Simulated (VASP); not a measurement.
Here is the system:

```
CELL_PARAMETERS angstrom
     -2.19272     2.19272     3.34248
      2.19272    -2.19272     3.34248
      2.19272     2.19272    -3.34248
ATOMIC_POSITIONS crystal
  B  0.75000 0.25000 0.50000
  P  0.00000 0.00000 0.00000
  O  0.38591 0.26285 0.39502
  O  0.86782 0.99089 0.60498
  O  0.00911 0.61409 0.87693
  O  0.73715 0.13218 0.12307
```

The numbers are results of PBEsol GGA, VASP's PBE PAW potentials (set 64) (plane waves; VASP), not measurements. Numerical set-up: 520 eV cut-off, Gaussian smearing of 0.050 eV, potentials B P O.

Give the energies of bands 6 to 19 at the high-symmetry points, in eV from the valence-band maximum.

```csv
band,Γ,X,P,N,M,S,R
6,-7.05,-8.52,-8.46,-7.18,-8.00,-7.76,-8.28
7,-7.05,-5.91,-6.12,-6.51,-6.09,-6.36,-6.04
8,-6.42,-5.84,-6.00,-6.17,-6.09,-5.94,-5.99
9,-3.25,-3.35,-3.39,-3.42,-3.04,-3.55,-3.46
10,-2.26,-3.34,-3.26,-2.86,-2.64,-2.86,-3.27
11,-1.52,-2.31,-2.00,-2.35,-2.34,-2.51,-2.26
12,-1.23,-2.22,-1.92,-1.66,-2.34,-1.93,-2.22
13,-1.23,-0.93,-1.06,-1.46,-2.09,-1.36,-1.04
14,-1.10,-0.57,-0.57,-0.72,-1.91,-1.21,-0.75
15,-0.18,-0.12,-0.27,-0.37,0.00,-0.26,-0.30
16,-0.18,-0.11,-0.25,-0.02,0.00,-0.12,-0.16
17,7.30,9.33,9.36,8.86,9.56,9.07,9.28
18,8.40,9.77,9.51,9.61,9.56,9.43,9.58
19,10.54,9.87,9.93,10.06,9.86,10.15,9.93
```

The gap is indirect, 7.30 eV, from the valence maximum at M to the conduction minimum at Γ.

The compound is BPO4 in the sg82 structure. It was relaxed first.
